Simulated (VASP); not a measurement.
The system is CdTe.

```
Cd Te
1.0
     0.00000    3.20500    3.20500
     3.20500    0.00000    3.20500
     3.20500    3.20500    0.00000
Cd Te
1 1
Direct
  0.00000 0.00000 0.00000
  0.25000 0.25000 0.25000
```

| Quantity | Value |
| --- | --- |
| Program | VASP 6.6.1 |
| Task | relaxation of cell and atoms |
| Functional | PBE |
| Potentials or basis | VASP PAW PBE potentials, release 64 (Cd, Te) |
| Cutoff | 600 eV |
| k mesh | 8 × 8 × 8 |
| Occupations | gaussian, width 0.03 eV |
| Spin | no spin polarisation |

At the start: pressure 4.4 GPa; volume 32.92 Å³/atom.

Problem. How do energy, volume and symmetry change on relaxing?

Solution. Over 3 steps the energy falls by 42.0 meV/atom and the volume is 36.30 Å³/atom (+10.3 %); space group F-43m (No. 216, to 0.05 Å).

The path:
```
step  energy change (eV)  largest force (eV/Å)  pressure (GPa)  volume (Å³)
   1              0.0000                0.0000            4.35        65.84
   2             -0.0777                0.0000           -0.93        74.74
   3             -0.0840                0.0000            0.02        72.60
```

Final structure:
```
Cd Te
1.0
     0.00000    3.31114    3.31114
     3.31114    0.00000    3.31114
     3.31114    3.31114    0.00000
Cd Te
1 1
Direct
  0.00000 0.00000 0.00000
  0.25000 0.25000 0.25000
```

Caveat: the volume moved by +10 % from the deposited cell, more than functionals usually miss.
